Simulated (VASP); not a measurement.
Here is the system:

```xyz
2
Lattice="3.0260 0.0000 0.0000 0.0000 3.0686 0.0000 0.0000 0.0000 3.0745" Properties=species:S:1:pos:R:3 pbc="T T T"
Ti     0.0000     0.0000     0.0000
Co     1.5857     1.5343     1.5373
```

The numbers are results of PBE GGA + U (Dudarev), VASP's PBE PAW potentials (set 64) (plane waves; VASP 6.6.1), not measurements. Numerical set-up: 400 eV cut-off, 11×11×11 Γ-centred mesh, first-order Methfessel-Paxton smearing of 0.10 eV, potentials Ti_sv Co, U − J: Ti 6.00 eV, Co 6.00 eV.

Q: Which forces act on the atoms, in eV/Å?

A: 
```tsv
atom	Fx	Fy	Fz
Ti1	0.276	0.000	0.000
Co2	-0.276	0.000	0.000
```

Q: Give the stress tensor in GPa (positive for a compressed cell).

A: 
```
 -8.44    0.00    0.00
  0.00  -10.04    0.00
  0.00    0.00  -10.26
```
The pressure is its mean diagonal, -9.58 GPa.

The compound is TiCo in the CsCl type structure. The cell was not relaxed at this level, atoms are displaced from their ideal sites. The run is one of a series of settings (LDAU = .TRUE., LDAUJ = 0 0, LDAUL = 2 2, LDAUTYPE = 2, LDAUU = 6.0 6.0 against the base run), some of them coarse on purpose. The run is not spin-polarised, so no magnetic state was tried. The electron count is odd and the run is not spin-polarised, which forces a metal.
